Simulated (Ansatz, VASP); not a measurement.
## One calculation of HgPt, two programs

```xyz
2
Lattice="2.9777 0.0000 0.0000 0.0000 2.9777 0.0000 0.0000 0.0000 3.8705" Properties=species:S:1:pos:R:3 pbc="T T T"
Hg    0.0000    0.0000    0.0000
Pt    1.4889    1.4889    1.9353
```

Alike in both runs: functional PBEsol; k mesh 11 × 11 × 9; occupations fermi-dirac, width 0.05 eV; no spin polarisation.

Ansatz relaxed the structure, and its values are those at the end. VASP's run is a single point on that final structure, the one shown.

|  | VASP | Ansatz |
| --- | --- | --- |
| version | VASP 6.6.1 | Ansatz 0.2.0 |
| potentials or method | VASP PAW PBE potentials, release 64 (Hg, Pt), cutoff 520 eV | all-electron LAPW, scalar-relativistic |

Ansatz gave:

| Item | Value |
| --- | --- |
| pressure (GPa) | 0.0 |

What did VASP give for the same quantities?

Pressure (GPa): 1.2.

Ansatz ran all-electron here, so the differences hold the error of VASP's frozen core and of both bases.

Caveats: the PAW data sets were made with another functional, which shifts forces and pressure a little (VASP). The runs have no spin-orbit coupling, so splittings on Hg, Pt are missing.
